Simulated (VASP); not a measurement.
Wanted: the native input for a VASP 6.6.1 run.

- Task: relaxation of cell and atoms
- Functional: revPBE
- Potentials or basis: VASP PAW PBE potentials, release 64 (Y_sv, Nb_sv)
- Cutoff: 600 eV
- k mesh: 9 × 9 × 9
- Occupations: fermi-dirac, width 0.05 eV
- Spin: no spin polarisation
- Further INCAR settings: ALGO = Damped; EDIFF = 1e-06; IBRION = 2; EDIFFG = -0.005; NSW = 60; ISIF = 3

The structure of YNb lies in POSCAR:

```
YNb
1.0
    3.6114100000      0.0000000000      0.0000000000
    0.0000000000      3.6114100000      0.0000000000
    0.0000000000      0.0000000000      3.6114100000
Y Nb
1 1
Direct
    0.0000000000      0.0000000000      0.0000000000
    0.5000000000      0.5000000000      0.5000000000
```

The cell was built by a generator and needn't be a form met in nature.

One way to write it, as run:

INCAR

```
PREC     = Accurate       # precision mode
ENCUT    = 600            # plane-wave cutoff, eV
EDIFF    = 1E-6           # SCF threshold, eV
ISMEAR   = -1             # smearing method
SIGMA    = 0.05           # smearing width, eV
LREAL    = F              # projectors in reciprocal space
LASPH    = T              # aspherical terms in the spheres
NELM     = 100            # most SCF steps
ALGO     = Damped         # electronic algorithm
ISIF     = 3              # what is computed and relaxed
LWAVE    = F              # write WAVECAR
LCHARG   = F              # write CHGCAR
GGA      = RE             # functional
IBRION   = 2              # ionic algorithm
NSW      = 60             # ionic steps
EDIFFG   = -0.005         # ionic threshold
TIME     = 0.5
```

KPOINTS

```
regular mesh
0
Gamma
  9 9 9
```

Potentials or basis: VASP PAW PBE potentials, release 64 (Y_sv, Nb_sv).

Command:

```sh
$ cat potpaw_PBE.64/Y_sv/POTCAR potpaw_PBE.64/Nb_sv/POTCAR > POTCAR
$ mpirun -np 1 vasp_std > vasp.out
```

It gave:

- Relaxed volume: 23.99 Å³/atom
- Relaxed cell: a = 3.634 Å, b = 3.634 Å, c = 3.634 Å, α = 90.00°, β = 90.00°, γ = 90.00°
- Space group after relaxing (to 0.05 Å): Pm-3m (No. 221)
- Energy gained by relaxing: 3.5 meV/atom
- Ionic steps: 5
- Pressure after relaxing: 0.0 GPa
- Band gap on the k mesh: none (metal or under the smearing width)

Caveat: the PAW data sets were made with another functional, which shifts forces and pressure a little.

It took 3.7 min on 1 thread of Intel(R) Xeon(R) Platinum 8375C CPU @ 2.90GHz (Ice Lake) (shared host), peak memory 0.23 GiB.
